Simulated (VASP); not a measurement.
# HPtBr3 (Pm-3m) in VASP: further runs

Runs on HPtBr3. Level: PBE. Tasks: single point, relaxation of cell and atoms.

Everything below comes from runs of VASP 6.6.1. Logs are shortened: lines on timing, memory, paths and dates and some standing lists are left out, and cuts for length are marked.

## Step 1: The cell of the first run

Symmetry: Pm-3m, No. 221, cubic system. Conventional cell: a = 4.899 Å, b = 4.899 Å, c = 4.899 Å, α = 90.00°, β = 90.00°, γ = 90.00°. H (site symmetry m-3m) has 12 Br at 3.46 Å as nearest neighbours. Pt (site symmetry m-3m) is surrounded by 6 Br at 2.45 Å. Br (site symmetry 4/mmm) is surrounded by 2 Pt at 2.45 Å.

The cell was built by a generator and needn't be a form met in nature.

## Step 2: Single point, PBE (species swapped into the ZnNi3C type (Pm-3m, No. 221))

Input file INCAR:

```
ALGO     = Normal         # electronic algorithm
EDIFF    = 1E-7           # SCF threshold, eV
ENCUT    = 520            # plane-wave cutoff, eV
GGA      = PE             # functional
ISIF     = 2              # what is computed and relaxed
ISMEAR   = 0              # smearing method
LASPH    = T              # aspherical terms in the spheres
LCHARG   = F              # write CHGCAR
LREAL    = F              # projectors in reciprocal space
LWAVE    = F              # write WAVECAR
NBANDS   = 24             # bands
NELM     = 80             # most SCF steps
PREC     = Accurate       # precision mode
SIGMA    = 0.1            # smearing width, eV
```

Input file KPOINTS:

```
k-points
0
Gamma
  4 4 4
```

Input file POSCAR:

```
HPtBr3
1.0
    4.8985659500      0.0000000000      0.0000000000
    0.0000000000      4.8985659500      0.0000000000
    0.0000000000      0.0000000000      4.8985659500
H Pt Br
1 1 3
Direct
    0.0000000000      0.0000000000      0.0000000000
    0.5000000000      0.5000000000      0.5000000000
    0.0000000000      0.5000000000      0.5000000000
    0.5000000000      0.5000000000      0.0000000000
    0.5000000000      0.0000000000      0.5000000000
```

Potentials or basis: VASP PAW PBE potentials, release 64 (H, Pt, Br).

Launch:

```sh
cat potpaw_PBE.64/H/POTCAR potpaw_PBE.64/Pt/POTCAR potpaw_PBE.64/Br/POTCAR > POTCAR
mpirun -np 1 vasp_std > vasp.out
```

OUTCAR:

```text
EDIFF = 1E-7
   ENCUT = 520
   GGA = PE
   ISIF = 2
   ISMEAR = 0
   LASPH = T
   LREAL = F
   NELM = 80
   PREC = Accurate

 ion  position               nearest neighbor table
   1  0.000  0.000  0.000-
   2  0.500  0.500  0.500-   3 2.45   4 2.45   5 2.45   4 2.45   5 2.45   3 2.45
   3  0.000  0.500  0.500-   2 2.45   2 2.45
   4  0.500  0.500  0.000-   2 2.45   2 2.45
   5  0.500  0.000  0.500-   2 2.45   2 2.45

  LATTYP: Found a simple cubic cell.
 ALAT       =     4.8985659500

  Lattice vectors:

 A1 = (   4.8985659500,   0.0000000000,   0.0000000000)
 A2 = (   0.0000000000,   4.8985659500,   0.0000000000)
 A3 = (   0.0000000000,   0.0000000000,   4.8985659500)

Analysis of symmetry for initial positions (statically):
=====================================================================
 Subroutine PRICEL returns:
 Original cell was already a primitive cell.

 Routine SETGRP: Setting up the symmetry group for a
 simple cubic supercell.

 Subroutine GETGRP returns: Found 48 space group operations
 (whereof 48 operations were pure point group operations)
 out of a pool of 48 trial point group operations.

The static configuration has the point symmetry O_h .

Analysis of symmetry for dynamics (positions and initial velocities):
=====================================================================
 Subroutine PRICEL returns:
 Original cell was already a primitive cell.

 Routine SETGRP: Setting up the symmetry group for a
 simple cubic supercell.

 Subroutine GETGRP returns: Found 48 space group operations
 (whereof 48 operations were pure point group operations)
 out of a pool of 48 trial point group operations.

The dynamic configuration has the point symmetry O_h .

 Subroutine INISYM returns: Found 48 space group operations
 (whereof 48 operations are pure point group operations),
 and found     1 'primitive' translations

----------------------------------------------------------------------------------------

                                     Primitive cell

  volume of cell :     117.5457

  direct lattice vectors                    reciprocal lattice vectors
     4.898565950  0.000000000  0.000000000     0.204141377  0.000000000  0.000000000
     0.000000000  4.898565950  0.000000000     0.000000000  0.204141377  0.000000000
     0.000000000  0.000000000  4.898565950     0.000000000  0.000000000  0.204141377

  length of vectors
     4.898565950  4.898565950  4.898565950     0.204141377  0.204141377  0.204141377

  position of ions in fractional coordinates (direct lattice)
     0.000000000  0.000000000  0.000000000
     0.500000000  0.500000000  0.500000000
     0.000000000  0.500000000  0.500000000
     0.500000000  0.500000000  0.000000000
     0.500000000  0.000000000  0.500000000

  ion indices of the primitive-cell ions
   primitive index   ion index
                 1           1
                 2           2
                 3           3
                 4           4
                 5           5

----------------------------------------------------------------------------------------

 KPOINTS: k-points

Automatic generation of k-mesh.
 Grid dimensions read from file:
 generate k-points for:    4    4    4

 Generating k-lattice:

  Cartesian coordinates                     Fractional coordinates (reciprocal lattice)
     0.051035344  0.000000000  0.000000000     0.250000000  0.000000000  0.000000000
     0.000000000  0.051035344  0.000000000     0.000000000  0.250000000  0.000000000
     0.000000000  0.000000000  0.051035344     0.000000000  0.000000000  0.250000000

  Length of vectors
     0.051035344  0.051035344  0.051035344

  Shift w.r.t. Gamma in fractional coordinates (k-lattice)
     0.000000000  0.000000000  0.000000000

 Subroutine IBZKPT returns following result:
 ===========================================

 Found     10 irreducible k-points:

 Following reciprocal coordinates:
            Coordinates               Weight
  0.000000  0.000000  0.000000      1.000000
  0.250000  0.000000  0.000000      6.000000
  0.500000  0.000000  0.000000      3.000000
  0.250000  0.250000  0.000000     12.000000
  0.500000  0.250000  0.000000     12.000000
  0.500000  0.500000  0.000000      3.000000
  0.250000  0.250000  0.250000      8.000000
  0.500000  0.250000  0.250000     12.000000
  0.500000  0.500000  0.250000      6.000000
  0.500000  0.500000  0.500000      1.000000
   k-points           NKPTS =     10   k-points in BZ     NKDIM =     10   number of bands    NBANDS=     24
   number of dos      NEDOS =    301   number of ions     NIONS =      5
   total plane-waves  NPLWV =  46656
   dimension x,y,z NGX =    36 NGY =   36 NGZ =   36
   dimension x,y,z NGXF=    72 NGYF=   72 NGZF=   72
   ions per type =               1   1   3
   NGX,Y,Z   is equivalent  to a cutoff of  12.22, 12.22, 12.22 a.u.
   NGXF,Y,Z  is equivalent  to a cutoff of  24.44, 24.44, 24.44 a.u.
 SYSTEM =  unknown system
   PREC   = accura    normal or accurate (medium, high low for compatibility)
   ISTART =      0    job   : 0-new  1-cont  2-samecut
   ICHARG =      2    charge: 1-file 2-atom 10-const
   ISPIN  =      1    spin polarized calculation?
   LNONCOLLINEAR =      F non collinear calculations
   LSORBIT =      F    spin-orbit coupling
   LASPH  =      T    aspherical Exc in radial PAW
   ENCUT  =  520.0 eV  38.22 Ry    6.18 a.u.   9.11  9.11  9.11*2*pi/ulx,y,z
   NELM   =     80;   NELMIN=  2; NELMDL= -5     # of ELM steps
   EDIFF  = 0.1E-06   stopping-criterion for ELM
   LREAL  =      F    real-space projection
   EDIFFG = 0.1E-05   stopping-criterion for IOM
   NSW    =      0    number of steps for IOM
   IBRION =     -1    ionic relax: 0-MD 1-quasi-New 2-CG
   NFREE  =      0    steps in history (QN), initial steepest desc. (CG)
   ISIF   =      2    stress and relaxation
   ISYM   =      2    0-nonsym 1-usesym 2-fastsym
   POTIM  = 0.5000    time-step for ionic-motion
   TEBEG  =    0.0;   TEEND  =   0.0 temperature during run
   PSTRESS=    0.0 pullay stress
   NELECT =      32.0000    total number of electrons
   NUPDOWN=      -1.0000    fix difference up-down
   EMIN   =  10.00;   EMAX   =-10.00  energy-range for DOS
   EFERMI =   0.00;   METHOD = LEGACY
   ISMEAR =     0;   SIGMA  =   0.10  broadening in eV -4-tet -1-fermi 0-gaus
   EFERMI_NEDOS =   21; number of points for ismear=-14 and -15
   IALGO  =     38    algorithm
   IMIX   =      4    mixing-type and parameters
     AMIX     =   0.40;   BMIX     =  1.00
     AMIX_MAG =   1.60;   BMIX_MAG =  1.00
  volume/ion in A,a.u.               =      23.51       158.65
  Fermi-wavevector in a.u.,A,eV,Ry     =   1.061017  2.005032 15.316868  1.125758
  Thomas-Fermi vector in A             =   2.196419
   LORBIT       =      0    0 simple, 1 ext, 2 COOP (PROOUT), +10 PAW based schemes
   GGA     = PE    functional components
   LHFCALC =     F    Hartree Fock is set to
   AEXX    =    0.0000 exact exchange contribution
   IVDW    =     0    specifies the selected vdW correction
   LEPSILON=     F    determine dielectric tensor
   LRPA    =     F    only Hartree local field effects (RPA)
 non-spin polarized calculation
 Gauss-broadening in eV      SIGMA  =   0.10
  energy-cutoff  :      520.00
  volume of cell :      117.55
 maximum number of plane-waves:      3184
   NGX = 19   NGY = 19   NGZ = 19

 number of electron      31.9999998 magnetization

 Free energy of the ion-electron system (eV)
  ---------------------------------------------------
  ext. energy  EPLUGINS =         0.00000000
  ---------------------------------------------------
  free energy    TOTEN  =       -11.24966069 eV

  energy without entropy =      -11.22890599  energy(sigma->0) =      -11.23928334

 E-fermi :   1.5704     XC(G=0):  -8.8126

 val. band max:        1.5455755869   @ k =   0.5000   0.5000   0.2500
 cond. band min:       1.6100910454   @ k =   0.2500   0.2500   0.0000
 fundamental gap:      0.0645154585
 Fermi energy:         1.5704367075

 k-point     1 :       0.0000    0.0000    0.0000
  band No.  band energies     occupation
      1     -14.1107      2.00000
      2     -12.9713      2.00000
      3     -12.9713      2.00000
      4      -3.0103      2.00000
      5      -3.0103      2.00000
      6      -3.0103      2.00000
[... 16 lines left out ...]
     23      11.2046      0.00000
     24      11.2046      0.00000

 k-point     2 :       0.2500    0.0000    0.0000
  band No.  band energies     occupation
      1     -13.9516      2.00000
      2     -12.9900      2.00000
      3     -12.9661      2.00000
      4      -4.3101      2.00000
      5      -2.9191      2.00000
      6      -2.9191      2.00000
[... 16 lines left out ...]
     23      10.8093      0.00000
     24      10.8093      0.00000

 k-point     3 :       0.5000    0.0000    0.0000
  band No.  band energies     occupation
      1     -13.7671      2.00000
      2     -13.0242      2.00000
      3     -12.9608      2.00000
      4      -5.2028      2.00000
      5      -2.6715      2.00000
      6      -2.6715      2.00000
[... 16 lines left out ...]
     23      10.8143      0.00000
     24      11.8257      0.00000

 k-point     4 :       0.2500    0.2500    0.0000
  band No.  band energies     occupation
      1     -13.7863      2.00000
      2     -12.9883      2.00000
      3     -12.9744      2.00000
      4      -4.4600      2.00000
      5      -4.1184      2.00000
      6      -2.8425      2.00000
[... 16 lines left out ...]
     23      10.4896      0.00000
     24      11.7806      0.00000

 k-point     5 :       0.5000    0.2500    0.0000
  band No.  band energies     occupation
      1     -13.5926      2.00000
      2     -13.0135      2.00000
      3     -12.9720      2.00000
      4      -5.2928      2.00000
      5      -4.1883      2.00000
      6      -3.1628      2.00000
[... 16 lines left out ...]
     23      10.2847      0.00000
     24      11.1891      0.00000

 k-point     6 :       0.5000    0.5000    0.0000
  band No.  band energies     occupation
      1     -13.3835      2.00000
      2     -13.0026      2.00000
      3     -13.0026      2.00000
      4      -5.6556      2.00000
      5      -4.8303      2.00000
      6      -3.5361      2.00000
[... 16 lines left out ...]
     23      10.0373      0.00000
     24      10.5557      0.00000

 k-point     7 :       0.2500    0.2500    0.2500
  band No.  band energies     occupation
      1     -13.6148      2.00000
      2     -12.9807      2.00000
      3     -12.9807      2.00000
      4      -4.6379      2.00000
      5      -4.0888      2.00000
      6      -4.0888      2.00000
[... 16 lines left out ...]
     23      10.9440      0.00000
     24      11.4021      0.00000

 k-point     8 :       0.5000    0.2500    0.2500
  band No.  band energies     occupation
      1     -13.4124      2.00000
      2     -13.0031      2.00000
      3     -12.9730      2.00000
      4      -5.4156      2.00000
      5      -4.2703      2.00000
      6      -4.0481      2.00000
[... 16 lines left out ...]
     23      10.5935      0.00000
     24      11.4701      0.00000

 k-point     9 :       0.5000    0.5000    0.2500
  band No.  band energies     occupation
      1     -13.1949      2.00000
      2     -12.9926      2.00000
      3     -12.9926      2.00000
      4      -5.8241      2.00000
      5      -4.8269      2.00000
      6      -4.1024      2.00000
[... 16 lines left out ...]
     23      10.7344      0.00000
     24      10.7344      0.00000

 k-point    10 :       0.5000    0.5000    0.5000
  band No.  band energies     occupation
      1     -12.9824      2.00000
      2     -12.9824      2.00000
      3     -12.9824      2.00000
      4      -6.2205      2.00000
      5      -4.8235      2.00000
      6      -4.8235      2.00000
[... 16 lines left out ...]
     23      12.1642      0.00000
     24      12.1642      0.00000

------------------------ aborting loop because EDIFF is reached ----------------------------------------

  FORCE on cell =-STRESS in cart. coord.  units (eV):
  Direction    XX          YY          ZZ          XY          YZ          ZX
  --------------------------------------------------------------------------------------
  -------------------------------------------------------------------------------------
  Total        6.0794606      6.0794606      6.0794606     -0.0000000      0.0000000      0.0000000
  in kB       82.8645460     82.8645460     82.8645460     -0.0000000      0.0000000      0.0000000
  external PRESSURE =      82.8645460 kB  Pullay stress =       0.0000000 kB

 VOLUME and BASIS-vectors are now :
 -----------------------------------------------------------------------------
  energy-cutoff  :      520.00
  volume of cell :      117.55
      direct lattice vectors                 reciprocal lattice vectors
     4.898565950  0.000000000  0.000000000     0.204141377  0.000000000  0.000000000
     0.000000000  4.898565950  0.000000000     0.000000000  0.204141377  0.000000000
     0.000000000  0.000000000  4.898565950     0.000000000  0.000000000  0.204141377

 POSITION                                       TOTAL-FORCE (eV/Angst)
 -----------------------------------------------------------------------------------
      0.00000      0.00000      0.00000         0.000000      0.000000      0.000000
      2.44928      2.44928      2.44928         0.000000      0.000000      0.000000
      0.00000      2.44928      2.44928         0.000000      0.000000      0.000000
      2.44928      2.44928      0.00000         0.000000      0.000000      0.000000
      2.44928      0.00000      2.44928         0.000000      0.000000      0.000000
 -----------------------------------------------------------------------------------
    total drift:                                0.000000      0.000000      0.000000

  FREE ENERGIE OF THE ION-ELECTRON SYSTEM (eV)
  ---------------------------------------------------
  free  energy   TOTEN  =       -11.2496606937 eV

  energy  without entropy=      -11.2289059940  energy(sigma->0) =      -11.23928334
```

Run time: 32 s. Hardware: 1 thread of Intel Xeon Platinum 8488C (Sapphire Rapids), shared host; peak memory 0.21 GiB.

Results:

| Item | Value |
| --- | --- |
| Free energy | -11.2497 eV |
| Pressure | 8.3 GPa |
| Band gap on the k mesh | none (metal or under the smearing width) |

Levels at points of the mesh, in eV from the Fermi level:
```csv
k point,band 14,band 15,band 16,band 17,band 18,band 19
"(0.00, 0.00, 0.00)",-1.48,-1.19,-1.19,-1.19,-0.69,1.59
"(0.50, 0.00, 0.00)",-1.28,-0.58,-0.40,-0.40,0.13,6.31
"(0.50, 0.50, 0.00)",-0.37,-0.37,-0.32,0.34,3.86,7.55
"(0.50, 0.50, 0.50)",-0.31,-0.31,-0.31,3.88,3.88,6.48
```

(Part 1 of 2 ends here.)
